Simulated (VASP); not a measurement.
Elastic constants (GPa) of a crystal from r2SCAN meta-GGA, VASP's PBE PAW potentials (set 64) (VASP):

```csv
,xx,yy,zz,yz,xz,xy
xx,72.4,19.7,19.7,0.0,0.0,0.0
yy,19.7,72.4,19.7,0.0,0.0,0.0
zz,19.7,19.7,72.4,0.0,0.0,0.0
yz,0.0,0.0,0.0,29.9,0.0,0.0
xz,0.0,0.0,0.0,0.0,29.9,0.0
xy,0.0,0.0,0.0,0.0,0.0,29.9
```

### Question
Work out the Voigt, Reuss and Hill moduli, Young's modulus and Poisson's ratio.

### Answer
All eigenvalues are positive (smallest 29.9 GPa), so the crystal is stable. K_V = (C11+C22+C33+2(C12+C13+C23))/9 = (217.2 + 2×59.1)/9 = 37.3 GPa; G_V = (217.2 − 59.1 + 3×89.7)/15 = 28.5 GPa. From the compliances, K_R = 37.3 GPa and G_R = 28.4 GPa. Hill: K = 37.3 GPa, G = 28.4 GPa, E = 9KG/(3K+G) = 68.0 GPa, ν = (3K−2G)/(2(3K+G)) = 0.196. K/G = 1.31, below Pugh's 1.75; universal anisotropy A^U = 0.02.

### Question
With a density of 2.90 g/cm³, what are the mean sound speeds?

### Answer
v_l = √((K+4G/3)/ρ) = 5.09 km/s and v_t = √(G/ρ) = 3.13 km/s. The crystal is Li2Se (antifluorite), cubic.

The compound is Li2Se in the antifluorite structure. It was relaxed first.
